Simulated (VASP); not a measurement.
Crystal: Ti2BN.

```xyz
4
Lattice="-2.3457 2.3457 2.1419 2.3457 -2.3457 2.1419 2.3457 2.3457 -2.1419" Properties=species:S:1:pos:R:3 pbc="T T T"
Ti    0.0000    2.3457    1.0710
Ti    2.3457    0.0000    1.0710
B     0.0000    0.0000    0.0000
N     0.0000    0.0000    2.1419
```

The cell was built by a generator and needn't be a form met in nature.

- Program: VASP 6.6.1
- Task: relaxation of cell and atoms
- Functional: PBE
- Potentials or basis: VASP PAW PBE potentials, release 64 (Ti_sv, B, N)
- Cutoff: 520 eV
- k mesh: 5 × 5 × 5
- Occupations: gaussian, width 0.15 eV
- Spin: no spin polarisation

At the start: pressure -12.2 GPa; volume 11.79 Å³/atom.

**Question.** Where does the relaxation end?

**Answer.** Over 6 steps the energy falls by 573.4 meV/atom and the volume is 10.17 Å³/atom (-13.7 %); space group I4/mmm (No. 139, to 0.05 Å).

Step by step:
```tsv
step	energy change (eV)	largest force (eV/Å)	pressure (GPa)	volume (Å³)
1	0.0000	0.0000	-12.22	47.14
2	-2.2879	0.0000	1.93	40.41
3	-2.2882	0.0000	2.71	40.29
4	-2.2922	0.0000	-1.01	41.26
5	-2.2941	0.0000	-1.48	40.89
6	-2.2937	0.0000	0.26	40.69
```

Final structure:
```
CELL_PARAMETERS angstrom
-2.05124 2.05124 2.41784
2.05124 -2.05124 2.41784
2.05124 2.05124 -2.41784
ATOMIC_POSITIONS crystal
Ti 0.75000 0.25000 0.50000
Ti 0.25000 0.75000 0.50000
B 0.00000 0.00000 0.00000
N 0.50000 0.50000 0.00000
```

Caveat: the k mesh is coarse (spacing up to 0.40 Å⁻¹), so the values aren't converged.
